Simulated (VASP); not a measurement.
Input:

```yaml
crystal:
  lattice:
    - [0.00000, 3.14500, 3.14500]
    - [3.14500, 0.00000, 3.14500]
    - [3.14500, 3.14500, 0.00000]
  atoms:
    - { symbol: K, position: [0.00000, 0.00000, 0.00000] }
    - { symbol: Cl, position: [0.50000, 0.50000, 0.50000] }
```

These are r2SCAN meta-GGA, VASP's PBE PAW potentials (set 64) (plane waves; VASP) values and carry that method's errors. Numerical set-up: 480 eV cut-off, 8×8×8 Γ-centred mesh, Gaussian smearing of 0.050 eV, potentials K_sv Cl.

Problem. Estimate the energy per atom (σ→0), band gap (on the k-mesh) with the smallest direct gap where there is one.

Solution. 
| Item | Result |
|---|---|
| band gap (on the k-mesh) | 5.83 eV |
| smallest direct gap (on the k-mesh) | 5.83 eV |
| energy per atom (σ→0) | -8.253 eV/atom |

The compound is KCl in the rock salt structure. The cell was not relaxed at this level.
